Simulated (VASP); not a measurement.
Method: PBE GGA with D3 dispersion (Becke-Johnson damping), VASP's PBE PAW potentials (set 64) (plane waves; VASP 6.6.1).

Input for VASP

KPOINTS:
```
Automatic mesh
0
Gamma
7 7 7
0 0 0
```

INCAR:
```
! general
SYSTEM =Li2Se
PREC   =Accurate
ENCUT  =520
LREAL  =.False.
LASPH  =.True.

! electronic loop
EDIFF  =1E-7
NELM   =100
ALGO   =Normal
LMAXMIX=4

! smearing
ISMEAR =0
SIGMA  =0.05

! functional
GGA    =PE
IVDW   =12

! ions
ISIF   =2

! output
LWAVE  =.False.
LCHARG =.False.
```

POSCAR:
```
Li2Se
4.0597020
  0.0000000000   0.7071067904   0.7071067904
  0.7071067904   0.0000000000   0.7071067904
  0.7071067904   0.7071067904   0.0000000000
Li Se
2 1
Cart
  0.3535533952   0.3535533952   0.3535533952
  1.0606601855   1.0606601855   1.0606601855
  0.0000000000   0.0000000000   0.0000000000
```

POTCAR, in this order: Li_sv Se (PBE.64 set). Program: vasp_std.

Problem. What will the output report for the number of irreducible k-points (NKPTS), largest plane-wave count, number of space-group operations, FFT grid (NGX, NGY, NGZ)?

Solution. 
```yaml
number of irreducible k-points (NKPTS): 20
largest_plane_wave_count: 1299
number_of_space_group_operations: 48
FFT grid (NGX, NGY, NGZ): 30 × 30 × 30
```

The compound is Li2Se in the antifluorite structure. This cell is one point of a volume scan, at 0.94 of the reference volume.
